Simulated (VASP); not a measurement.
A VASP calculation is set up with these files.

### INCAR
```
# general
SYSTEM  =  NaCl
PREC    =  Accurate
ENCUT   =  520   # plane-wave cut-off (eV)
LREAL   =  F
LASPH   =  T   # aspherical one-centre terms

# electronic loop
EDIFF   =  1E-7   # SCF stop (eV)
NELM    =  100   # most electronic steps
ALGO    =  Normal   # blocked Davidson

# smearing
ISMEAR  =  -5

# functional
GGA     =  RE   # revPBE

# ions
ISIF    =  2

# output
LWAVE   =  F
LCHARG  =  T
LORBIT  =  11   # lm-projected
NEDOS   =  601   # DOS grid
```

File KPOINTS:
```
Automatic mesh
0
Gamma
9 9 9
0 0 0
```

File POSCAR:
```
NaCl
5.8217620
  0.0000000000   0.5000000266   0.5000000266
  0.5000000266   0.0000000000   0.5000000266
  0.5000000266   0.5000000266   0.0000000000
Na Cl
1 1
Cartesian
  0.0000000000   0.0000000000   0.0000000000
  0.5000000266   0.5000000266   0.5000000266
```

POTCAR, in this order: Na_pv Cl (PBE.64 set). Program: vasp_std.

Task: Translate this revPBE calculation to Ansatz.

Result: One equivalent input (not run):
Ansatz 0.2 input:
```yaml
crystal:
  lattice:
    - [0.0000000, 2.9108812, 2.9108812]
    - [2.9108812, 0.0000000, 2.9108812]
    - [2.9108812, 2.9108812, 0.0000000]
  atoms:
    - { symbol: Na, position: [0.0000000, 0.0000000, 0.0000000] }
    - { symbol: Cl, position: [0.5000000, 0.5000000, 0.5000000] }
kpoints:
  mp_grid: { grid: [9, 9, 9] }
hamiltonian:
  xc: revpbe
  pseudopotentials: { kind: paw }
scf:
  occupations: { method: tetrahedron }
  max_iter: 100
output: { forces: true, stress: true, eigenvalues: true }
```
Limits of the translation: each code has its own PAW files, so the cut-off isn't converted (ENCUT is set for VASP's; basis.ecutwfc is left out, and Ansatz then takes the one that its files recommend); Ansatz stops its SCF on the density residual and VASP on the energy change (EDIFF).

The compound is NaCl in the rock salt structure. It was relaxed first, which changed the volume by +10 %.
